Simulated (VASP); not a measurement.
Level of theory: PBE GGA with D3 dispersion (Becke-Johnson damping), VASP's PBE PAW potentials (set 64) (plane waves; VASP).

Input for VASP

KPOINTS:
```
K-points
0
G
  10 10 10
```

INCAR:
```
! general
SYSTEM = CaO
PREC   = Accurate
ENCUT  = 520
LREAL  = .False.
LASPH  = .True.

! electronic loop
EDIFF  = 1E-7
NELM   = 100
ALGO   = Normal

! smearing
ISMEAR = 0
SIGMA  = 0.05

! functional
GGA    = PE
IVDW   = 12

! ions
ISIF   = 2

! output
LWAVE  = .False.
LCHARG = .False.
```

File POSCAR:
```
CaO
2.3472210
  0.0000000000   1.0000002003   1.0000002003
  1.0000002003   0.0000000000   1.0000002003
  1.0000002003   1.0000002003   0.0000000000
Ca O
1 1
Direct
  0.0000000000   0.0000000000   0.0000000000
  0.5000000000   0.5000000000   0.5000000000
```

POTCAR, in this order: Ca_sv O (PBE.64 set). Program: vasp_std.

Problem. What will the output report for the number of irreducible k-points (NKPTS), largest plane-wave count, number of space-group operations, FFT grid (NGX, NGY, NGZ)?

Solution. 
```json
{
  "number of irreducible k-points (NKPTS)": "47",
  "largest_plane_wave_count": "725",
  "number_of_space_group_operations": "48",
  "FFT grid (NGX, NGY, NGZ)": "28 × 28 × 28"
}
```

The compound is CaO in the rock salt structure. This cell is one point of a volume scan, at 0.94 of the reference volume.
